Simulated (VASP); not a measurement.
An input for Ansatz (written as the equivalent of a VASP run, and not itself run):

Ansatz 0.2 input:
```yaml
crystal:
  lattice:
    - [4.7804600, 0.0000000, 0.0000000]
    - [-2.3902300, 4.1400000, 0.0000000]
    - [0.0000000, 0.0000000, 13.0201580]
  atoms:
    - { symbol: Te, position: [0.0000000, 0.0000000, 0.2500000] }
    - { symbol: Te, position: [0.0000000, 0.0000000, 0.7500000] }
    - { symbol: Te, position: [0.3333330, 0.6666670, 0.2500000] }
    - { symbol: Te, position: [0.6666670, 0.3333330, 0.7500000] }
kpoints:
  mp_grid: { grid: [5, 5, 2] }
hamiltonian:
  xc: pbe
  pseudopotentials: { kind: paw }
scf:
  occupations: { method: gaussian, width: 0.05 }
  max_iter: 100
output: { forces: true, stress: true, eigenvalues: true }
```

**Question.** Translate this input to VASP (INCAR, KPOINTS, POSCAR, choice of POTCAR).

**Answer.** Several could match; the one computed here: 
File KPOINTS:
```
K-points
0
G
5 5 2
```

POSCAR:
```
Te
1.0
  4.7804600000   0.0000000000   0.0000000000
 -2.3902300000   4.1400000000   0.0000000000
  0.0000000000   0.0000000000  13.0201580000
Te
4
direct
  0.0000000000   0.0000000000   0.2500000000
  0.0000000000   0.0000000000   0.7500000000
  0.3333330000   0.6666670000   0.2500000000
  0.6666670000   0.3333330000   0.7500000000
```

INCAR:
```
SYSTEM  =  Te
PREC  =  Accurate; ENCUT  =  400; LREAL  =  .FALSE.
LASPH  =  .TRUE.
EDIFF  =  1E-3; NELM  =  100; ALGO  =  Normal
LMAXMIX  =  4
ISMEAR  =  0; SIGMA  =  0.05
GGA  =  PE
ISIF  =  2
LWAVE  =  .FALSE.; LCHARG  =  .FALSE.
```

POTCAR, in this order: Te (PBE.64 set). Program: vasp_std.

Limits of the translation: each code has its own PAW files, so the cut-off isn't converted (ENCUT is set for VASP's; basis.ecutwfc is left out, and Ansatz then takes the one that its files recommend); Ansatz stops its SCF on the density residual and VASP on the energy change (EDIFF).

The cell is a sheet with vacuum, built from a generated structure.
